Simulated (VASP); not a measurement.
Data:

```
Cr
1.0
    2.89263     0.00000     0.00000
    0.00000     2.89263     0.00000
    0.00000     0.00000     2.89263
Cr
2
Direct
  0.00000   0.00000   0.00000
  0.50000   0.50000   0.50000
```
Starting moments (μB, in the order of the record's atoms Cr Cr): 2.7 -2.7.

These are r2SCAN+rVV10, VASP's PBE PAW potentials (set 64) (plane waves; VASP) values and carry that method's errors. Run with 520 eV cut-off, 12×12×12 Γ-centred mesh, first-order Methfessel-Paxton smearing of 0.10 eV, potentials Cr_pv.

Give the stress tensor in GPa (positive for a compressed cell).

```
7.26  0.00  0.00
0.00  7.26  0.00
0.00  0.00  7.26
```
The pressure is its mean diagonal, 7.26 GPa.

The compound is Cr in the bcc, AFM order structure. This cell is one point of a volume scan, at 0.94 of the reference volume.
